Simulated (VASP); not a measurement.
Input:

```yaml
crystal:
  lattice:
    - [0.00000, 2.33672, 2.33672]
    - [2.33672, 0.00000, 2.33672]
    - [2.33672, 2.33672, 0.00000]
  atoms:
    - { symbol: Hf, position: [0.00000, 0.00000, 0.00000] }
    - { symbol: C, position: [0.50000, 0.50000, 0.50000] }
```

Calculation: RPBE GGA, VASP's PBE PAW potentials (set 64) (plane waves; VASP). Settings: 520 eV cut-off, Gaussian smearing of 0.050 eV, potentials Hf_pv C.

### Question
Give the energies of bands 5 to 10 at the high-symmetry points, in eV from the Fermi level.

### Answer

```
band     Γ      X      U      L      W
----  ----  -----  -----  -----  -----
5     0.97  -2.64  -3.49  -6.08  -2.97
6     0.97  -1.72  -2.75  -2.94  -2.71
7     0.97  -0.14  -1.64  -2.94  -2.71
8     1.40  -0.14   1.56   5.24   3.63
9     1.40   5.21   5.70   5.24   3.63
10    1.40   6.63   6.09   5.70   6.64
```

It has no gap at this level: it comes out as a metal or semimetal.

The compound is HfC in the rock salt structure. It was relaxed first.
